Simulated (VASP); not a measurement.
An input for Ansatz (written as the equivalent of a VASP run, and not itself run):

Ansatz 0.2 input:
```yaml
crystal:
  lattice:
    - [0.0000000, 2.7780104, 2.7780104]
    - [2.7780104, 0.0000000, 2.7780104]
    - [2.7780104, 2.7780104, 0.0000000]
  atoms:
    - { symbol: Sr, position: [0.0000000, 0.0000000, 0.0000000] }
kpoints:
  mp_grid: { grid: [10, 10, 10] }
hamiltonian:
  xc: r2scan
  pseudopotentials: { kind: paw }
scf:
  occupations: { method: methfessel_paxton, width: 0.1 }
  max_iter: 100
relax:
  max_steps: 40
  f_tol: 0.01
  cell: { p_target: 5 }
output: { forces: true, stress: true, eigenvalues: true }
```

Task: Write the VASP files for the same calculation (r2SCAN).

Result: This is not unique; one that fits is 
KPOINTS:
```
K-points
0
Gamma
  10 10 10
0 0 0
```

File POSCAR:
```
Sr
1
    0.0000000000     2.7780103864     2.7780103864
    2.7780103864     0.0000000000     2.7780103864
    2.7780103864     2.7780103864     0.0000000000
Sr
1
Direct
  0.0000000000   0.0000000000   0.0000000000
```

**INCAR**
```
# general
SYSTEM   =  Sr
PREC     =  Accurate
ENCUT    =  480
LREAL    =  .FALSE.
LASPH    =  .TRUE.

# electronic loop
EDIFF    =  1E-7
NELM     =  100
ALGO     =  Normal
LMAXMIX  =  4
LMIXTAU  =  .TRUE.

# smearing
ISMEAR   =  1
SIGMA    =  0.1

# functional
METAGGA  =  R2SCAN

# ions
IBRION   =  2
NSW      =  40
ISIF     =  3
EDIFFG   =  -0.01
PSTRESS  =  50

# output
LWAVE    =  .FALSE.
LCHARG   =  .FALSE.
```

POTCAR, in this order: Sr_sv (PBE.64 set). Program: vasp_std.

Limits of the translation: each code has its own PAW files, so the cut-off isn't converted (ENCUT is set for VASP's; basis.ecutwfc is left out, and Ansatz then takes the one that its files recommend); Ansatz stops its SCF on the density residual and VASP on the energy change (EDIFF).

The compound is Sr in the fcc structure. This run relaxes it under an external pressure of 5 GPa. Symmetry was kept, so distortions that lower it aren't found.
